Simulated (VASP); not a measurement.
Band gaps of MgTe (zinc blende) from VASP (PAW), without and with spin-orbit coupling. Semilocal levels are at their own relaxed cell, hybrids and mBJ at PBE's; 0.00 means no gap at that level.  Unless said otherwise, spin-orbit coupling is left out, though it shifts the bands of the heavy elements here.

The cell of the LDA run:

Space group F-43m (No. 216); a = b = c = 6.367 Å, α = β = γ = 90.00°

| atom | site | symmetry | x | y | z |
|---|---|---|---|---|---|
| Mg | 4a | -43m | 0.0000 | 0.0000 | 0.0000 |
| Te | 4d | -43m | 0.7500 | 0.7500 | 0.7500 |
(The calculation used a cell of 2 atoms; values per cell refer to that cell.)

```tsv
level	gap without SOC (eV)	gap with SOC (eV)	shift (eV)
LDA	2.41	2.14	-0.27
PBE	2.32	[?]	[?]
PBEsol	2.34	[?]	[?]
```

Problem. Complete the blanks.

Solution. 
- PBE, gap with SOC (eV): 2.06
- PBE, shift (eV): -0.26
- PBEsol, gap with SOC (eV): 2.08
- PBEsol, shift (eV): -0.26

Only levels that ran to the end are used. Left out are those held back, those with too coarse a band path, GW runs whose mesh misses a band edge, hybrids' fits of cells that aren't cubic and levels without matching references; a question may draw on a part of the rest.

The compound is MgTe in the zinc blende structure, whereas wurtzite is the usual form.
